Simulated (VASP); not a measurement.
A cell of Ge (diamond) near equilibrium:

```
CELL_PARAMETERS angstrom
      0.00000     2.83247     2.83247
      2.83247     0.00000     2.83247
      2.83247     2.83247     0.00000
ATOMIC_POSITIONS crystal
  Ge 0.00000 0.00000 0.00000
  Ge 0.25000 0.25000 0.25000
```

All values below come from r2SCAN meta-GGA, VASP's PBE PAW potentials (set 64) (plane waves; VASP).

```csv
run,ΔE (meV/atom),σxx,σyy,σzz,"largest shear component, with its sign (GPa)",largest force (eV/Å),gap (eV)
as it is,0.0,0.21,0.21,0.21,0.00,0.000,0.37
after one change,16.6,0.49,0.49,0.30,2.25,0.870,0.00
```
Stress is in GPa, positive when the cell is compressed; gaps are those on the k-mesh, and 0.00 means metallic.

Task: Which change was made?
A. biaxial strain of -1.0 % in the xz plane
B. atom 2 (Ge) moved by -0.075 Å along z
C. uniaxial strain of -2.0 % along x
D. uniaxial strain of +4.0 % along x

Result: B, atom 2 (Ge) moved by -0.075 Å along z

The compound is Ge in the diamond structure.
